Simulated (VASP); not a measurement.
```xyz
5
Lattice="6.0052 0.0000 0.0000 0.0000 6.0052 0.0000 0.0000 0.0000 6.0052" Properties=species:S:1:pos:R:3 pbc="T T T"
Cs     0.0000     0.0000     0.0000
Pb     3.0026     3.0026     3.0026
Br     3.0026     0.0000     3.0026
Br     0.0000     3.0026     3.0026
Br     3.0026     3.0026     0.0000
```

Calculation: PBE GGA, VASP's PBE PAW potentials (set 64) (plane waves; VASP 6.6.1). Settings: 400 eV cut-off, Gaussian smearing of 0.050 eV, potentials Cs_sv Pb_d Br.

Unless said otherwise, spin-orbit coupling is left out, though it shifts the bands of the heavy elements here.

Estimate the band gap (along the path) with the smallest direct gap where there is one.

| Item | Result |
|---|---|
| band gap (along the path) | 1.78 eV |
| smallest direct gap (along the path) | 1.78 eV |

Only differences to runs with the same potentials and settings are physical.

The compound is CsPbBr3 in the cubic perovskite structure, the ideal cubic form; the compound distorts at low or room temperature. It was relaxed first, which changed the volume by +7 %.
